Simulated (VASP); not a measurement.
# Si₂Ni (relaxed from the AlB2 structure, space group P6/mmm): computed properties

All values below come from r2SCAN meta-GGA, VASP's PBE PAW potentials (set 64) (plane waves; VASP 6.6.1).

```
Quantity                                                                                Value
----------------------------------  ---------------------------------------------------------
space group                                                                      P6/mmm (191)
cell                                a = b = 4.218 Å, c = 2.479 Å, α = β = 90.00°, γ = 120.00°
volume per atom                                                                 12.73 Å³/atom
band gap (over mesh and band path)                   none (metal, semimetal or under 0.01 eV)
cell moment                                                                           0.00 μB
band gap with spin-orbit coupling                                             none (metallic)
density                                                                            4.99 g/cm³
```

```cif
data_NiSi2
_chemical_formula_sum 'Ni1 Si2'
_space_group_name_H-M_alt 'P 1'
_space_group_IT_number 1
_cell_length_a 4.21795
_cell_length_b 4.21795
_cell_length_c 2.47889
_cell_angle_alpha 90.000
_cell_angle_beta 90.000
_cell_angle_gamma 120.000
loop_
_space_group_symop_operation_xyz
  'x, y, z'
loop_
_atom_site_label
_atom_site_type_symbol
_atom_site_fract_x
_atom_site_fract_y
_atom_site_fract_z
_atom_site_occupancy
Ni1 Ni 0.00000 0.00000 0.00000 1
Si1 Si 0.33333 0.66667 0.50000 1
Si2 Si 0.66667 0.33333 0.50000 1
```

The structure was generated: Si2Ni was put into the AlB2 type (P6/mmm), which need not be its known phase. It was relaxed first, which changed the volume by -48 %. Symmetry was kept, so distortions that lower it aren't found.
